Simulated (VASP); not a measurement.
VASP ran on this input.

POSCAR:
```
BaS
4.6534850
  0.0000000000   0.7071068242   0.7071068242
  0.7071068242   0.0000000000   0.7071068242
  0.7071068242   0.7071068242   0.0000000000
Ba S
1 1
Cartesian
  0.0000000000   0.0000000000   0.0000000000
  0.7071068242   0.7071068242   0.7071068242
```

### KPOINTS
```
Automatic mesh
0
Gamma
5 5 5
0 0 0
```

### INCAR
```
! general
SYSTEM    =  BaS
PREC      =  Accurate
ENCUT     =  300   ! plane-wave cut-off (eV)
LREAL     =  .FALSE.   ! projection in real space or not
LASPH     =  .TRUE.   ! aspherical one-centre terms
ISYM      =  3

! electronic loop
EDIFF     =  1E-6   ! SCF stop (eV)
NELM      =  100
ALGO      =  Normal
LMAXMIX   =  4   ! l cut-off of mixed one-centre charges

! smearing
ISMEAR    =  0
SIGMA     =  0.01

! functional
GGA       =  PE
LHFCALC   =  .TRUE.
AEXX      =  0.25
HFRCUT    =  -1
PRECFOCK  =  Fast

! ions
ISIF      =  2   ! forces and stress, cell fixed

! output
LWAVE     =  .FALSE.
LCHARG    =  .FALSE.
```

POTCAR, in this order: Ba_sv S (PBE.64 set). Program: vasp_std.

### Question
Translate this PBE0 calculation to Ansatz.

### Answer
One equivalent input (not run):
Ansatz 0.2 input:
```yaml
crystal:
  lattice:
    - [0.0000000, 3.2905110, 3.2905110]
    - [3.2905110, 0.0000000, 3.2905110]
    - [3.2905110, 3.2905110, 0.0000000]
  atoms:
    - { symbol: Ba, position: [0.0000000, 0.0000000, 0.0000000] }
    - { symbol: S, position: [0.5000000, 0.5000000, 0.5000000] }
kpoints:
  mp_grid: { grid: [5, 5, 5] }
hamiltonian:
  xc: pbe0
  pseudopotentials: { kind: paw }
scf:
  occupations: { method: gaussian, width: 0.01 }
  max_iter: 100
output: { forces: true, stress: true, eigenvalues: true }
```
The two are equivalent in intent, not identical: each code has its own PAW files, so the cut-off isn't converted (ENCUT is set for VASP's; basis.ecutwfc is left out, and Ansatz then takes the one that its files recommend); Ansatz stops its SCF on the density residual and VASP on the energy change (EDIFF).

The structure comes from a computed database's BaS entry; how it stands against other phases isn't given here. The cell was not relaxed at this level. The run is one of a series of settings (HFRCUT = -1, HFSCREEN removed against the base run), some of them coarse on purpose.
